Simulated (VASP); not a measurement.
Data:

```
CELL_PARAMETERS angstrom
      1.77946    -3.08211     0.00000
      1.77946     3.08211     0.00000
      0.00000     0.00000     5.52231
ATOMIC_POSITIONS crystal
  Tm 0.33333 0.66667 0.25000
  Tm 0.66667 0.33333 0.75000
```

The numbers are results of PBE GGA, VASP's PBE PAW potentials (set 64) (plane waves; VASP), not measurements. Numerical set-up: 400 eV cut-off, 11×11×6 Γ-centred mesh, first-order Methfessel-Paxton smearing of 0.10 eV, potentials Tm_3.

The 4f electrons are frozen in the core of the lanthanide potential, so 4f levels, which can set the real gap, and their magnetism are missing.

Question: What does the run give for the energy per atom (σ→0), band gap (on the k-mesh) with the smallest direct gap where there is one?

Answer: 
```
Item                                                         Value
------------------------  ----------------------------------------
band gap (on the k-mesh)  none (metal, semimetal or under 0.01 eV)
energy per atom (σ→0)                               -4479 meV/atom
```

Total energies compare only between runs with the same potentials, cut-off and functional.

The compound is Tm in the hcp structure. It was relaxed first. The start is the result of an earlier pass.
